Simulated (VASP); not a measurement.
The input files of a VASP run:

File KPOINTS:
```
Automatic mesh
0
Gamma
7 7 1
0 0 0
```

**POSCAR**
```
CuOs
1
    2.6401170000     0.0000000000     0.0000000000
    0.0000000000     2.6401170000     0.0000000000
    0.0000000000     0.0000000000    19.2183000000
Cu Os
2 2
Direct
  0.5000000000   0.5000000000   0.3642360000
  0.5000000000   0.5000000000   0.5452510000
  0.0000000000   0.0000000000   0.4547440000
  0.0000000000   0.0000000000   0.6357640000
```

INCAR:
```
SYSTEM = CuOs
PREC = Accurate
ENCUT = 300
EDIFF = 1E-6
NELM = 100
ALGO = Normal
LREAL = .FALSE.
LASPH = .TRUE.
ISMEAR = -1
SIGMA = 0.05
GGA = PE
LMAXMIX = 6
LWAVE = .FALSE.
LCHARG = .FALSE.
ISIF = 2
```

POTCAR, in this order: Cu Os (PBE.64 set). Program: vasp_std.

### Question
Write an equivalent input for Ansatz.

### Answer
One equivalent input (not run):
Ansatz 0.2 input:
```yaml
crystal:
  lattice:
    - [2.6401170, 0.0000000, 0.0000000]
    - [0.0000000, 2.6401170, 0.0000000]
    - [0.0000000, 0.0000000, 19.2183000]
  atoms:
    - { symbol: Cu, position: [0.5000000, 0.5000000, 0.3642360] }
    - { symbol: Cu, position: [0.5000000, 0.5000000, 0.5452510] }
    - { symbol: Os, position: [0.0000000, 0.0000000, 0.4547440] }
    - { symbol: Os, position: [0.0000000, 0.0000000, 0.6357640] }
kpoints:
  mp_grid: { grid: [7, 7, 1] }
hamiltonian:
  xc: pbe
  pseudopotentials: { kind: paw }
scf:
  occupations: { method: fermi_dirac, width: 0.05 }
  max_iter: 100
output: { forces: true, stress: true, eigenvalues: true }
```
Limits of the translation: each code has its own PAW files, so the cut-off isn't converted (ENCUT is set for VASP's; basis.ecutwfc is left out, and Ansatz then takes the one that its files recommend); Ansatz stops its SCF on the density residual and VASP on the energy change (EDIFF).

The cell is a sheet with vacuum, built from a generated structure.
